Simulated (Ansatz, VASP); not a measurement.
# KF (Carobbiite) in two plane-wave programs, part 2 of 2

One calculation is typed for both programs; each brings its own data sets. How far apart do they land? The cell is taken from a series of runs on this material, whose earlier steps may have relaxed, scaled, displaced or heated it; both programs get it as it stands.

VASP 6.6.1 and Ansatz 0.2.0.

So far: Set-up; VASP: zone-centre phonons, PBE.

## Step 3: Ansatz: zone-centre phonons, PBE

Level of this step: Ansatz beside VASP: Kohn-Sham DFT, plane waves, PBE (Ansatz).

Ansatz runs on its default PAW (the set named soft_2) files.

The same cell, functional and mesh now go to Ansatz.

The input, input.yaml:

```yaml
crystal:
  lattice:
    - [0.0, 2.7103778329, 2.7103778329]
    - [2.7103778329, 0.0, 2.7103778329]
    - [2.7103778329, 2.7103778329, 0.0]
  atoms:
    - { symbol: K, position: [0.0, 0.0, 0.0] }
    - { symbol: F, position: [0.5, 0.5, 0.5] }
kpoints:
  mp_grid: { grid: [8, 8, 8] }
hamiltonian:
  xc: pbe
scf:
  occupations: { method: fixed }
output:
  eigenvalues: true
phonons:
  method: dfpt
  dielectric: true
  rigid_motions: translations
basis:
  ecutwfc: 340
```

Launch:

```
> ansatz run input.yaml --threads 4 --pin off --max-ram 7168MiB --backend cpu --events-out ev --progress --plain --runs-dir out
```

Numbers of over 12 decimals in the logs are rounded to 6 here.

Output:

```text
Warning: basis.ecutwfc = 340 eV is below the records' recommended 420 eV, and the density's cutoff is lower with it unless basis.ecutrho_ratio is high enough to keep the records' density cutoff: compare with a run at a higher cutoff
Engine: ansatz 0.2.0, aarch64-unknown-linux-gnu
Pseudopotentials: kind: paw
Pseudopotential: K, paw, valence charge 9, recommended cutoff 420 eV (normal), K.paw.azcp
Pseudopotential: F, paw, valence charge 7, recommended cutoff 420 eV (normal), F.paw.azcp
Functional definition: PBE
  parameter kappa = 0.804
  parameter beta = 0.066725
  exchange = pbe_x(kappa = kappa, mu = beta*pi^2/3)
  correlation = pbe_c(beta = beta)
Crystal: 2 atoms, lattice volume = 39.822 Å³
Basis set: ecut = 340 eV, 537 PW (Γ), exchange–correlation on 48×48×48 points (8 copies of the dense FFT grid, shifted against one another)
Bands: 12, of which v1, the nominal top of the filled ones, is band 8 counted from 1 (7 counted from 0)
Symmetry: 48 space group operations
k-points: 59 of 512 (irreducible under 8 space group operations, time reversal used)
Non-local potential: K, projectors of the file, l = 0: 3, l = 1: 2, l = 2: 2
Non-local potential: F, projectors of the file, l = 0: 2, l = 1: 2, l = 2: 1
PAW form: soft (Blöchl's): semilocal exchange-correlation on the pseudo side does not see the compensation charge
PAW one-centre angular grid: K, 110 points (default); XC on 64 Gauss nodes
PAW one-centre angular grid: F, 110 points (default); XC on 64 Gauss nodes
Initial density: superposition of atomic densities (neutral atoms: chi_scale 0, normalization atom), corrected by the library's trained network
Initial wavefunctions: pseudopotential atomic-orbital guess
Functional: x = pbe(κ = 0.804, μ = 0.219515), c = pbe(β = 0.066725)
SCF iter   1: F=—  HF=-2348.636217 eV  |F-HF|=—  |Δ(HF+E_count)|=         —  Δρ=7.06e-3  dr2=3.58e-3  ethr=1.77e-3  ⟨swp⟩=4.2  Hψ=3817  notcnv=0  defer=97
preconditioner: auto → none  [insulator: Δε(μ)=5.921 eV  Ē_g=17.443 eV  n_scr=14 (ndim 8)  ℏωp=22.0 eV  f_vac=0.136  ε∞_Penn≈2.6]
SCF iter   2: F=—  HF=-2348.636239 eV  |F-HF|=—  |Δ(HF+E_count)|=   2.19e-5  Δρ=2.67e-3  dr2=9.81e-4  ethr=2.24e-5  ⟨swp⟩=2.0  Hψ=1713  notcnv=0  defer=116
SCF iter   3: F=—  HF=-2348.636545 eV  |F-HF|=—  |Δ(HF+E_count)|=   3.06e-4  Δρ=1.58e-3  dr2=1.99e-4  ethr=6.13e-6  ⟨swp⟩=2.0  Hψ=1001  notcnv=0  defer=116
SCF iter   4: F=—  HF=-2348.636649 eV  |F-HF|=—  |Δ(HF+E_count)|=   1.04e-4  Δρ=2.76e-4  dr2=1.42e-5  ethr=1.24e-6  ⟨swp⟩=2.0  Hψ=1241  notcnv=0  defer=114
SCF iter   5: F=—  HF=-2348.636650 eV  |F-HF|=—  |Δ(HF+E_count)|=   5.73e-7  Δρ=3.16e-5  dr2=3.93e-7  ethr=8.90e-8  ⟨swp⟩=2.0  Hψ=885  notcnv=0
SCF iter   6: F=—  HF=-2348.636650 eV  |F-HF|=—  |Δ(HF+E_count)|=   5.40e-8  Δρ=1.12e-5  dr2=5.02e-8  ethr=2.46e-9  ⟨swp⟩=2.0  Hψ=893  notcnv=0
SCF iter   7: F=-2348.636650 eV  HF=-2348.636650 eV  |F-HF|=9.09e-12  |Δ(HF+E_count)|=   8.45e-9  Δρ=5.69e-7  dr2=8.44e-11  ethr=1.00e-12  ⟨swp⟩=6.1  Hψ=4737  notcnv=0
SCF 1 converged in 7 iterations: F = -2348.636650 eV  dr2 = 8.44e-11
  greatest PAW one-centre occupation: 0.987 electrons in one spin orbital (limit 2), on the K atom at site 0 (counted from 0), in its partial waves of l = 0
DFPT response loops at Γ: preconditioner auto → none (the input reference at scf.mixing.eps_inf says where Resta's filter doesn't serve); β = 0.50; Broyden in place of MSR1
SCF converged after 7 iterations
Free energy (F): -2348.636650 eV
Harris-Foulkes:  -2348.636650 eV  (|F-HF|=9.09e-12)
Internal energy: -2348.636650 eV  (E = F + TS)
E sigma→0 (E₀):  -2348.636650 eV
Fermi energy:    1.174909 eV
--- Per-component energies (eV) ---
  E_band       = -130.844573
  E_kinetic    = 464.019930
  E_local      = -1133.145709  (includes V_loc(G=0)·N_el)
  E_nonlocal   = 83.947062
  E_hartree    = 408.998325
  E_xc         = -216.873934
  E_vxc        = -269.590912  (∫ρ·V_xc dr)
  E_paw        = -981.570931  (= ΣΔE_a)
  E_vpaw       = -94.076887  (= ΣTr[D̂ρ^β])
  E_aug_tail   = 0.005314  (compensation charges beyond the density's cutoff)
  E_ewald      = -974.016707
  E_smearing   = -0.000000  (= −TS)
  E_closure    = -0.000000  (closes the sum)
  Σ components = -2348.636650   (vs F -2348.636650, Δ=0.00e0)
--- Band table (eV; the first three rows and the last of 59) ---
  k-point 0: bands = [... 4 lower, -8.3568, 1.1749, 1.1749, 1.1749, 7.1268, 11.7254, 11.7254, 11.7254]
  k-point 1: bands = [... 4 lower, -8.3620, 1.0313, 1.1223, 1.1223, 7.5430, 11.4803, 11.9214, 11.9214]
  k-point 2: bands = [... 4 lower, -8.3742, 0.7507, 1.0030, 1.0030, 8.5901, 11.1258, 12.4022, 12.4022]
  k-point 58: bands = [... 4 lower, -8.4387, 0.7970, 0.9955, 0.9955, 10.7583, 10.7583, 12.1217, 14.2053]
--- Phonons (Γ-DFPT): 2 representative perturbations + reference, on 59 of 512 k-points (Σ response iterations 6) ---
  k mesh reduced under 8 symmetry operations, with k and −k counted as one. Each operation leaves every solved perturbation unchanged. A smaller set is not considered because the run solves the response to a homogeneous field
  ASR residual: 3.949e-4 → 0.000e0 eV/Å²; symmetrization residual: 1.937e-6 eV/Å²
  ASR residual per site (eV/Å²): 3.95e-4 2.41e-4
  Γ frequencies (cm⁻¹): 0.00 0.00 0.00 164.10 164.10 164.10
  ε∞ (high-frequency dielectric tensor):
        1.956347     0.000000     0.000000
        0.000000     1.956347    -0.000000
       -0.000000     0.000000     1.956347
  ε⁰ (static dielectric tensor: ions relaxed, cell fixed):
        6.559011     0.000000    -0.000000
        0.000000     6.559011     0.000000
       -0.000000     0.000000     6.559011
  ε⁰ − ε∞ (ionic part):
        4.602664     0.000000    -0.000000
        0.000000     4.602664     0.000000
       -0.000000     0.000000     4.602664
  softest optical mode at Γ: 164.10 cm⁻¹; the repairs (sum rule, projections) moved no ω² at Γ by more than (1.90 cm⁻¹)²
  Born effective charges Z* (e; rows j = field, columns β = displacement):
    site 0:
         1.13246    0.00000   -0.00000
         0.00000    1.13246    0.00000
         0.00000   -0.00000    1.13246
    site 1:
        -1.13246   -0.00000    0.00000
         0.00000   -1.13246   -0.00000
         0.00000    0.00000   -1.13246
  Z* charge neutrality: 7.384e-6 e pre-enforcement
  k-mesh period / interband length: 30.7 Å / 0.84 Å = 36.38 at k = (0.0000, 0.0000, 0.0000), direct gap 5.952 eV — 14 or more, which is no proof of convergence
  optical modes at Γ without the LO–TO term, one row a degenerate level:
      ω (cm⁻¹)  modes    IR ((D/Å)²/amu)
        164.10      3             6.9424
  optical modes at Γ + LO–TO along q̂ = [1.0000, 0.0000, 0.0000]:
      ω (cm⁻¹)  modes    IR ((D/Å)²/amu)
        164.10      2             4.6283
        300.47      1             2.3141
  optical modes at Γ + LO–TO along q̂ = [0.0000, 1.0000, 0.0000]:
      ω (cm⁻¹)  modes    IR ((D/Å)²/amu)
        164.10      2             4.6283
        300.47      1             2.3141
  optical modes at Γ + LO–TO along q̂ = [0.0000, 0.0000, 1.0000]:
      ω (cm⁻¹)  modes    IR ((D/Å)²/amu)
        164.10      2             4.6283
        300.47      1             2.3141
```

Reading the cycles: dr2 is the Hartree energy of the density residual (eV), the measure of convergence; HF is the Harris–Foulkes estimate of the energy, which meets the free energy F at convergence.

## Step 4: Differences

Known differences besides the potentials themselves: fixed occupations in Ansatz, narrow Gaussian smearing in VASP; the cutoff is 340 eV in Ansatz and 600 eV in VASP; Ansatz's log warns that its cutoff lies below the recommended one. Total energies have different zeros and are not compared.

Compared:

```csv
quantity,Ansatz,VASP,difference
ε∞ xx,1.96,1.96,+0.07 %
ε∞ yy,1.96,1.96,+0.07 %
ε∞ zz,1.96,1.96,+0.07 %
Born charge of K1 (mean of the diagonal) (e),1.13,1.13,0.00
Born charge of F2 (mean of the diagonal) (e),-1.13,-1.13,0.00
optical mode 1 to 3 (cm⁻¹),164.1,167.2,-1.85 %
```

Modes are paired by rising frequency, not by their patterns, so a pair may set unlike modes beside each other; they are those without the splitting of longitudinal modes.

## Step 5: Results

- r.m.s. difference of the optical zone-centre modes, each program's sorted by frequency (zone-centre phonons, PBE): 3.1 cm⁻¹
- difference in optical mode 1 to 3 (zone-centre phonons, PBE): -1.8 %

What this shows: The r.m.s. difference of the optical zone-centre modes, each program's sorted by frequency is 3.1 cm⁻¹ (zone-centre phonons, PBE). Among the rows given in per cent, the largest difference of the zone-centre phonons, PBE pair is in optical mode 1 to 3, -1.8 %. Such differences can come from data sets, numerical settings and the points named under the comparisons, not from the functional's error against experiment.

[Lines on the potential files, build, host, timing and source positions are cut from VASP's logs without a mark.]

[Logs are printed without paths, hosts, clocks, repeated set-up lines and the standing remarks that a program may print on its own settings, such as how far it seeks lower states.]

[Hosts, paths, dates, database ids (printed as entryN), source tags and the programs' standing remarks are cut or masked in the printed files.]
